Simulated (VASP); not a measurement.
```
BaZrO3
1.0
    4.19000     0.00000     0.00000
    0.00000     4.19000     0.00000
    0.00000     0.00000     4.19000
Ba Zr O
1 1 3
Direct
  0.00000   0.00000   0.00000
  0.50000   0.50000   0.50000
  0.50000   0.00000   0.50000
  0.00000   0.50000   0.50000
  0.50000   0.50000   0.00000
```

Level of theory: PBEsol GGA with spin-orbit coupling, VASP's PBE PAW potentials (set 64) (plane waves; VASP). Settings: 520 eV cut-off, 5×5×5 Γ-centred mesh, Gaussian smearing of 0.050 eV, potentials Ba_sv Zr_sv O.

### Question
What does the run give for the energy per atom (σ→0), band gap (over mesh and band path) with the smallest direct gap where there is one?

### Answer

```json
{
 "band gap (over mesh and band path)": "3.07 eV",
 "smallest direct gap (over mesh and band path)": "3.26 eV",
 "energy per atom (σ→0)": "-8.776 eV/atom"
}
```

Only differences to runs with the same potentials and settings are physical.

The compound is BaZrO3 in the cubic perovskite structure. The cell was not relaxed at this level.
